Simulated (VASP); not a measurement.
SrCl2 (fluorite):

```xyz
3
Lattice="0.0000 3.4900 3.4900 3.4900 0.0000 3.4900 3.4900 3.4900 0.0000" Properties=species:S:1:pos:R:3 pbc="T T T"
Sr     0.0000     0.0000     0.0000
Cl     1.7450     1.7450     1.7450
Cl     5.2350     5.2350     5.2350
```

The lowest empty band near Γ, direction [100], from PBE with spin-orbit coupling in VASP (PAW); its two spin partners are averaged. The gap over the points computed is 5.33 eV, and the next band on that side lies 0.77 eV away at the edge.

Numerical set-up: 400 eV cut-off, 6×6×6 Γ-centred mesh, Gaussian smearing of 0.050 eV, potentials Sr_sv Cl.

```tsv
distance from the edge in k (1/Å)	distance in energy (meV)
0.018	3.3
0.025	6.3
0.035	12.2
0.050	24.7
0.070	47.9
```

Task: Fit E(1 + αE) = ħ²k²/2m* (ħ²/2m0 = 3.810 eV Å²) and predict the row at 0.095 1/Å.

Result: Least squares on the energies gives the electron mass m* = 0.380 m0 and α = 0.54 per eV, and so 86.4 meV. The run gave 86.7 meV, +0.3 meV from the fit.

Left out are points under 3 meV from the edge, since the levels carry 0.1 meV, and points farther than half the way to the next band.

The compound is SrCl2 in the fluorite structure. The cell was not relaxed at this level.
